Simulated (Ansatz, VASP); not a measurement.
# Ti16C16Cl3 (Cl on TiC(001)) in two plane-wave programs, part 2 of 2

One calculation is typed for both programs; each brings its own data sets and cutoff. How far apart do they land? The structure shown is the end of the VASP relaxation below.

VASP 6.6.1 and Ansatz 0.2.0.

So far: The structure; VASP: relaxation, PBEsol.

### 3. Ansatz: single point, PBEsol

Level of this step: Ansatz beside VASP: Kohn-Sham DFT, plane waves, PBEsol (Ansatz).

Ansatz runs on its default PAW (the set named soft_2) files.

The same cell, functional, mesh and smearing now go to Ansatz, which takes its cutoff from its data sets.

The input, input.yaml:

```yaml
crystal:
  lattice:
    - [6.09526045, 0.0, 0.0]
    - [0.0, 6.09526045, 0.0]
    - [0.0, 0.0, 24.715]
  atoms:
    - { symbol: Ti, position: [0.0, 0.0, 0.32369007] }
    - { symbol: Ti, position: [0.0, 0.5, 0.32369007] }
    - { symbol: Ti, position: [0.5, 0.0, 0.32369007] }
    - { symbol: Ti, position: [0.5, 0.5, 0.32369007] }
    - { symbol: Ti, position: [0.25, 0.25, 0.41088408] }
    - { symbol: Ti, position: [0.25, 0.75, 0.41088408] }
    - { symbol: Ti, position: [0.75, 0.25, 0.41088408] }
    - { symbol: Ti, position: [0.75, 0.75, 0.41088408] }
    - { symbol: Ti, position: [0.00095561, 0.99904439, 0.49786208] }
    - { symbol: Ti, position: [0.00095561, 0.50095561, 0.49786208] }
    - { symbol: Ti, position: [0.49904439, 0.99904439, 0.49786208] }
    - { symbol: Ti, position: [0.49904439, 0.50095561, 0.49786208] }
    - { symbol: Ti, position: [0.25, 0.25, 0.5895223] }
    - { symbol: Ti, position: [0.25, 0.75, 0.58629681] }
    - { symbol: Ti, position: [0.75, 0.25, 0.58205178] }
    - { symbol: Ti, position: [0.75, 0.75, 0.5895223] }
    - { symbol: C, position: [0.25, 0.25, 0.32369007] }
    - { symbol: C, position: [0.25, 0.75, 0.32369007] }
    - { symbol: C, position: [0.75, 0.25, 0.32369007] }
    - { symbol: C, position: [0.75, 0.75, 0.32369007] }
    - { symbol: C, position: [0.0, 0.0, 0.41088408] }
    - { symbol: C, position: [0.0, 0.5, 0.41088408] }
    - { symbol: C, position: [0.5, 0.0, 0.41088408] }
    - { symbol: C, position: [0.5, 0.5, 0.41088408] }
    - { symbol: C, position: [0.25, 0.25, 0.49670367] }
    - { symbol: C, position: [0.25, 0.75, 0.49734444] }
    - { symbol: C, position: [0.75, 0.25, 0.4975164] }
    - { symbol: C, position: [0.75, 0.75, 0.49670367] }
    - { symbol: C, position: [0.99810218, 0.00189782, 0.5831689] }
    - { symbol: C, position: [0.99810218, 0.49810218, 0.5831689] }
    - { symbol: C, position: [0.50189782, 0.00189782, 0.5831689] }
    - { symbol: C, position: [0.50189782, 0.49810218, 0.5831689] }
    - { symbol: Cl, position: [0.25, 0.25, 0.68222501] }
    - { symbol: Cl, position: [0.25, 0.75, 0.6795199] }
    - { symbol: Cl, position: [0.75, 0.75, 0.68222501] }
hamiltonian:
  xc: pbesol
  pseudopotentials: { kind: paw }
kpoints:
  mp_grid: { grid: [4, 4, 1] }
scf:
  occupations: { method: methfessel_paxton, width: 0.1 }
  n_extra_bands: 12
efield:
  axis: 3
  dipole_correction: true
  ramp_width: 0.04
output:
  forces: true
  eigenvalues: true
```

The run is started by

```
$ ansatz run input.yaml --threads 8 --pin off --max-ram 18432MiB --backend cpu --events-out ev --progress --plain --runs-dir out
```

Numbers of over 12 decimals in the logs are rounded to 6 here.

What it wrote:

```text
scf.n_extra_bands = 12 over 139 filled bands (N_el = 277.0): the run solves 151 bands
Engine: ansatz 0.2.0, aarch64-unknown-linux-gnu
Pseudopotentials: kind: paw
Pseudopotential: Ti, paw, valence charge 12, recommended cutoff 420 eV (normal), Ti.paw.azcp
Pseudopotential: C, paw, valence charge 4, recommended cutoff 420 eV (normal), C.paw.azcp
Pseudopotential: Cl, paw, valence charge 7, recommended cutoff 420 eV (normal), Cl.paw.azcp
Functional definition: PBEsol
  exchange = pbesol_x
  correlation = pbesol_c
Crystal: 35 atoms, lattice volume = 918.217 Å³
Basis set: ecut = 420 eV, 17943 PW (Γ), exchange–correlation on 90×90×360 points (8 copies of the dense FFT grid, shifted against one another)
Bands: 151, of which v1, the nominal top of the filled ones, is band 139 counted from 1 (138 counted from 0)
Symmetry: 8 space group operations
Space group: P4mm (ITA 99), of the structure as read, at distance tolerance 9.7e-5 Å
k-points: 6 of 16
Non-local potential: Ti, projectors of the file, l = 0: 3, l = 1: 2, l = 2: 3, l = 3: 1
Non-local potential: C, projectors of the file, l = 0: 2, l = 1: 2, l = 2: 1
Non-local potential: Cl, projectors of the file, l = 0: 2, l = 1: 2, l = 2: 2
PAW form: soft (Blöchl's): semilocal exchange-correlation on the pseudo side does not see the compensation charge
PAW frozen core: Ti, regenerated for the run's functional, and the local potential with it (the file was generated under x = pbe(κ = 0.804, μ = 0.219515), c = pbe(β = 0.066725))
PAW frozen core: C, regenerated for the run's functional, and the local potential with it (the file was generated under x = pbe(κ = 0.804, μ = 0.219515), c = pbe(β = 0.066725))
PAW frozen core: Cl, regenerated for the run's functional, and the local potential with it (the file was generated under x = pbe(κ = 0.804, μ = 0.219515), c = pbe(β = 0.066725))
PAW one-centre angular grid: Ti, 590 points (default); XC on 64 Gauss nodes
PAW one-centre angular grid: C, 110 points (default); XC on 64 Gauss nodes
PAW one-centre angular grid: Cl, 110 points (default); XC on 64 Gauss nodes
Initial density: superposition of atomic densities (neutral atoms: chi_scale 0, normalization atom), corrected by the library's trained network
Initial wavefunctions: pseudopotential atomic-orbital guess
Functional: x = pbesol(κ = 0.804, μ = 0.123457), c = pbesol(β = 0.046)
SCF iter   1: F=—  HF=-46733.514949 eV  |F-HF|=—  |Δ(HF+E_count)|=         —  Δρ=9.78e-3  dr2=3.45e0  ethr=1.77e-3  p=-0.595 e·Å  D=-1.17e-1 V/Å  ΔV_dip=2.90 eV  dr2_dipole=9.72e-1  V_vac-E_F(+/−)=7.14/4.25 eV  ⟨swp⟩=6.8  Hψ=4197  notcnv=0
efield: sawtooth ramp at fractional position 0.9830 (placed from the atoms, in the widest stretch of the axis that holds none; the zero of the levels goes with the place), width 0.0400; the density the first Hamiltonian is built on has a dipole p = -0.595 e·Å; the dipole correction subtracts the counter field D = -1.17e-1 V/Å, which shifts the + side's vacuum level by +2.90 eV against the − side's; the planar-averaged density in the ramp window peaks in size at 6.2e-5 e/Å³
preconditioner: auto → LDOS  [insulator: Δε(μ)=0.139 eV  Ē_g=5.570 eV  σ=0.100 eV  W_gap=0.64  n_scr=156 (ndim 8)  ℏωp=15.0 eV  f_vac=0.530  D(μ)=5.61/eV (n_scr^D=12)  ε∞_Penn≈8.2  β→1.0]
SCF iter   2: F=—  HF=-46734.500782 eV  |F-HF|=—  |Δ(HF+E_count)|=   9.86e-1  S|Δr|=    0.00e0  Δρ=1.61e-2  dr2=1.09e1  ethr=1.24e-3  p=-0.379 e·Å  D=-7.46e-2 V/Å  ΔV_dip=1.84 eV  dr2_dipole=3.07e0  V_vac-E_F(+/−)=6.13/4.29 eV  ⟨swp⟩=2.7  Hψ=1618  notcnv=0  defer=26  recentre
SCF iter   3: F=—  HF=-46733.266950 eV  |F-HF|=—  |Δ(HF+E_count)|=    1.23e0  S|Δr|=    0.00e0  Δρ=3.30e-3  dr2=5.42e-1  ethr=1.24e-3  p=-0.568 e·Å  D=-1.12e-1 V/Å  ΔV_dip=2.77 eV  dr2_dipole=1.73e-1  V_vac-E_F(+/−)=7.04/4.28 eV  ⟨swp⟩=2.7  Hψ=1419  notcnv=0  defer=24
SCF iter   4: F=—  HF=-46733.257598 eV  |F-HF|=—  |Δ(HF+E_count)|=   9.35e-3  S|Δr|=    0.00e0  Δρ=2.68e-3  dr2=5.67e-1  ethr=1.96e-4  p=-0.569 e·Å  D=-1.12e-1 V/Å  ΔV_dip=2.77 eV  dr2_dipole=2.22e-1  V_vac-E_F(+/−)=7.03/4.25 eV  ⟨swp⟩=2.2  Hψ=1261  notcnv=0  defer=25
SCF iter   5: F=—  HF=-46733.251609 eV  |F-HF|=—  |Δ(HF+E_count)|=   5.99e-3  S|Δr|=    0.00e0  Δρ=2.12e-3  dr2=2.77e-1  ethr=1.96e-4  p=-0.590 e·Å  D=-1.16e-1 V/Å  ΔV_dip=2.88 eV  dr2_dipole=1.09e-1  V_vac-E_F(+/−)=7.06/4.18 eV  ⟨swp⟩=2.0  Hψ=1186  notcnv=0  defer=25
SCF iter   6: F=—  HF=-46733.246627 eV  |F-HF|=—  |Δ(HF+E_count)|=   4.98e-3  S|Δr|=    0.00e0  Δρ=1.29e-3  dr2=1.02e-1  ethr=1.00e-4  p=-0.590 e·Å  D=-1.16e-1 V/Å  ΔV_dip=2.88 eV  dr2_dipole=3.75e-2  V_vac-E_F(+/−)=7.06/4.19 eV  ⟨swp⟩=1.5  Hψ=966  notcnv=0  defer=25
SCF iter   7: F=—  HF=-46733.243928 eV  |F-HF|=—  |Δ(HF+E_count)|=   2.70e-3  S|Δr|=    0.00e0  Δρ=2.15e-4  dr2=1.45e-3  ethr=3.69e-5  p=-0.588 e·Å  D=-1.16e-1 V/Å  ΔV_dip=2.86 eV  dr2_dipole=1.59e-4  V_vac-E_F(+/−)=7.06/4.20 eV  ⟨swp⟩=1.5  Hψ=1023  notcnv=0  defer=25
SCF iter   8: F=—  HF=-46733.244110 eV  |F-HF|=—  |Δ(HF+E_count)|=   1.82e-4  S|Δr|=    0.00e0  Δρ=2.54e-4  dr2=3.28e-3  ethr=5.23e-7  p=-0.588 e·Å  D=-1.16e-1 V/Å  ΔV_dip=2.86 eV  dr2_dipole=1.28e-3  V_vac-E_F(+/−)=7.06/4.20 eV  ⟨swp⟩=2.5  Hψ=1377  notcnv=0  defer=25
SCF iter   9: F=—  HF=-46733.244001 eV  |F-HF|=—  |Δ(HF+E_count)|=   1.10e-4  S|Δr|=    0.00e0  Δρ=9.09e-5  dr2=2.51e-4  ethr=5.23e-7  p=-0.588 e·Å  D=-1.16e-1 V/Å  ΔV_dip=2.87 eV  dr2_dipole=8.44e-5  V_vac-E_F(+/−)=7.07/4.20 eV  ⟨swp⟩=2.0  Hψ=1079  notcnv=0  defer=25
SCF iter  10: F=—  HF=-46733.244025 eV  |F-HF|=—  |Δ(HF+E_count)|=   2.40e-5  S|Δr|=    0.00e0  Δρ=7.37e-5  dr2=1.39e-4  ethr=9.06e-8  p=-0.589 e·Å  D=-1.16e-1 V/Å  ΔV_dip=2.87 eV  dr2_dipole=2.85e-5  V_vac-E_F(+/−)=7.07/4.20 eV  ⟨swp⟩=2.3  Hψ=1213  notcnv=0  defer=25
SCF iter  11: F=—  HF=-46733.244014 eV  |F-HF|=—  |Δ(HF+E_count)|=   1.05e-5  S|Δr|=    0.00e0  Δρ=3.10e-5  dr2=1.90e-5  ethr=5.00e-8  p=-0.589 e·Å  D=-1.16e-1 V/Å  ΔV_dip=2.87 eV  dr2_dipole=3.11e-7  V_vac-E_F(+/−)=7.07/4.20 eV  ⟨swp⟩=2.3  Hψ=1298  notcnv=0  defer=25
SCF iter  12: F=—  HF=-46733.243757 eV  |F-HF|=—  |Δ(HF+E_count)|=   2.57e-4  S|Δr|=    0.00e0  Δρ=1.36e-5  dr2=3.22e-6  ethr=6.85e-9  p=-0.589 e·Å  D=-1.16e-1 V/Å  ΔV_dip=2.87 eV  dr2_dipole=6.42e-8  V_vac-E_F(+/−)=7.07/4.20 eV  ⟨swp⟩=3.0  Hψ=1317  notcnv=0  defer=26
SCF iter  13: F=—  HF=-46733.243757 eV  |F-HF|=—  |Δ(HF+E_count)|=   2.03e-8  S|Δr|=    0.00e0  Δρ=4.23e-6  dr2=2.42e-7  ethr=1.16e-9  p=-0.589 e·Å  D=-1.16e-1 V/Å  ΔV_dip=2.87 eV  dr2_dipole=1.22e-9  V_vac-E_F(+/−)=7.07/4.20 eV  ⟨swp⟩=2.0  Hψ=1326  notcnv=0  defer=26
SCF iter  14: F=-46733.243758 eV  HF=-46733.243758 eV  |F-HF|=5.06e-8  |Δ(HF+E_count)|=   1.95e-7  S|Δr|=    0.00e0  Δρ=1.42e-6  dr2=2.52e-8  ethr=3.61e-11  p=-0.589 e·Å  D=-1.16e-1 V/Å  ΔV_dip=2.87 eV  dr2_dipole=1.34e-10  V_vac-E_F(+/−)=7.07/4.20 eV  ⟨swp⟩=15.3  Hψ=4033  notcnv=0
SCF 1 converged in 14 iterations: F = -46733.243758 eV  dr2 = 2.52e-8
  greatest PAW one-centre occupation: 0.999 electrons in one spin orbital (limit 2), on the Ti atom at site 15 (counted from 0), in its partial waves of l = 0
SCF converged after 14 iterations
Stability not checked: this state was not tested for a lower state beside it, because cold or Methfessel-Paxton smearing, or corrected tetrahedra, fill the levels in a way that the test cannot read (fill_not_monotonic; see scf.lower_state_search)
Free energy (F): -46733.243758 eV
Harris-Foulkes:  -46733.243758 eV  (|F-HF|=5.06e-8)
Internal energy: -46733.242570 eV  (E = F + TS)
E sigma→0 (E₀):  -46733.243461 eV
Entropy (-TS):   -0.001188 eV (-0.034 meV/atom)
Fermi energy:    2.033307 eV
Dipole field:    D = -0.116045 V/Å  (p = -0.588855 e·Å, saw-weighted, corrected)
Work function:   Φ+ = 7.0671 eV   Φ− = 4.1990 eV
Levels:          The Fermi level and band energies are counted from a zero that moves with the ramp; work functions are not
--- Per-component energies (eV) ---
  E_band       = -4973.395758
  E_kinetic    = 6242.617043
  E_local      = -302300.824961  (includes V_loc(G=0)·N_el)
  E_nonlocal   = 624.095283
  E_hartree    = 148275.540882
  E_xc         = -2642.802161
  E_vxc        = -3276.902998  (∫ρ·V_xc dr)
  E_paw        = -19783.276373  (= ΣΔE_a)
  E_vpaw       = -2788.724566  (= ΣTr[D̂ρ^β])
  E_aug_tail   = 0.002576  (compensation charges beyond the density's cutoff)
  E_efield     = 0.034167  (sawtooth field / dipole correction)
  E_vefield    = -24.736884  (∫n·V_field dr)
  E_ewald      = 122848.567920
  E_core_change = 2.803053  (= ΣΔE_core)
  E_smearing   = -0.001188  (= −TS)
  E_closure    = 0.000000  (closes the sum)
  Σ components = -46733.243758   (vs F -46733.243758, Δ=0.00e0)
--- Forces (eV/Å), atoms counted from 1 ---
  atom   1  Ti    -0.01442706     0.01442706     1.50098339
  atom   2  Ti    -0.01442706    -0.01442706     1.50098339
  atom   3  Ti     0.01442706     0.01442706     1.50098339
  atom   4  Ti     0.01442706    -0.01442706     1.50098339
  atom   5  Ti     0.00000000     0.00000000     0.30952963
  atom   6  Ti     0.00000000     0.00000000     0.01659784
  atom   7  Ti     0.00000000     0.00000000     0.15646287
  atom   8  Ti     0.00000000     0.00000000     0.30952963
  atom   9  Ti    -0.01172180     0.01172180     0.02709326
  atom  10  Ti    -0.01172180    -0.01172180     0.02709326
  atom  11  Ti     0.01172180     0.01172180     0.02709326
  atom  12  Ti     0.01172180    -0.01172180     0.02709326
  atom  13  Ti    -0.00000000     0.00000000    -0.06038647
  atom  14  Ti     0.00000000    -0.00000000     0.02060316
  atom  15  Ti    -0.00000000    -0.00000000    -0.06948207
  atom  16  Ti    -0.00000000     0.00000000    -0.06038647
  atom  17  C     -0.00000000     0.00000000    -0.95495113
  atom  18  C     -0.00000000    -0.00000000    -0.84008615
  atom  19  C     -0.00000000     0.00000000    -0.89466009
  atom  20  C     -0.00000000     0.00000000    -0.95495113
  atom  21  C     -0.00759242     0.00759242    -0.74973517
  atom  22  C     -0.00759242    -0.00759242    -0.74973517
  atom  23  C      0.00759242     0.00759242    -0.74973517
  atom  24  C      0.00759242    -0.00759242    -0.74973517
[...]
atom  28  C      0.00000000     0.00000000     0.00631367
  atom  29  C      0.00310218    -0.00310218    -0.02772203
  atom  30  C      0.00310218     0.00310218    -0.02772203
  atom  31  C     -0.00310218    -0.00310218    -0.02772203
  atom  32  C     -0.00310218     0.00310218    -0.02772203
  atom  33  Cl    -0.00000000    -0.00000000    -0.01049717
  atom  34  Cl    -0.00000000     0.00000000    -0.00555716
  atom  35  Cl     0.00000000     0.00000000    -0.01049717
  max |Σ_I F_I| component: 8.94e-5 eV/Å
--- Band table (eV; the first three rows and the last of 6) ---
  k-point 0: bands = [... 135 lower, 2.1181, 2.1477, 2.1916, 2.3326, 2.4272, 2.4272, 2.5599, 2.5599, ... 8 higher]
  k-point 1: bands = [... 135 lower, 1.8548, 1.9314, 2.0678, 2.2554, 2.3794, 2.6364, 2.7435, 2.9131, ... 8 higher]
  k-point 2: bands = [... 135 lower, 1.5635, 1.6020, 1.7200, 1.8034, 2.0335, 3.1174, 3.1242, 3.5660, ... 8 higher]
  k-point 5: bands = [... 135 lower, 1.5568, 1.7180, 1.7476, 1.7476, 1.9687, 2.6084, 2.6084, 2.8539, ... 8 higher]
```

The job ended after 31 s (8 threads of Arm Neoverse N1, shared host; peak memory 3.4 GiB).

### 4. Differences

Known differences besides the potentials themselves: the cutoff is 420 eV in Ansatz and 400 eV in VASP (PREC = Normal, projectors in real space); Ansatz makes its cores anew for this functional, VASP keeps those of its PBE data sets. Total energies have different zeros and are not compared.

Forces on 10 of the 35 atoms, those with the largest forces and the largest differences (eV/Å; atoms numbered as in POSCAR):

```csv
atom,"Ansatz x, y, z","VASP x, y, z"
Ti1,"-0.014, 0.014, 1.501","-0.014, 0.014, 1.477"
Ti2,"-0.014, -0.014, 1.501","-0.014, -0.014, 1.477"
Ti3,"0.014, 0.014, 1.501","0.014, 0.014, 1.477"
Ti4,"0.014, -0.014, 1.501","0.014, -0.014, 1.477"
Ti13,"0.000, 0.000, -0.060","0.000, 0.000, -0.022"
Ti15,"0.000, 0.000, -0.069","0.000, 0.000, -0.038"
Ti16,"0.000, 0.000, -0.060","0.000, 0.000, -0.022"
C17,"0.000, 0.000, -0.955","0.000, 0.000, -0.965"
C19,"0.000, 0.000, -0.895","0.000, 0.000, -0.905"
C20,"0.000, 0.000, -0.955","0.000, 0.000, -0.965"
```

The forces differ by 10 meV/Å r.m.s., which is 2.7 % of the r.m.s. force of 0.37 eV/Å (both taken over all components, held atoms included).

### 5. What came out

```
r.m.s. force difference (single point, PBEsol) : 2.7 % of the r.m.s. force
```

What this shows: The r.m.s. force difference is 2.7 % of the r.m.s. force (single point, PBEsol), within the 3 % picked in this series as the mark of a large difference. How closely two codes agree says nothing of how well the functional describes the real material.

[Lines on the potential files, build, host, timing and source positions are cut from VASP's logs without a mark.]

[Logs are printed without paths, hosts, clocks, repeated set-up lines and the standing remarks that a program may print on its own settings, such as how far it seeks lower states.]

[Hosts, paths, dates, database ids (printed as entryN), source tags and the programs' standing remarks are cut or masked in the printed files.]
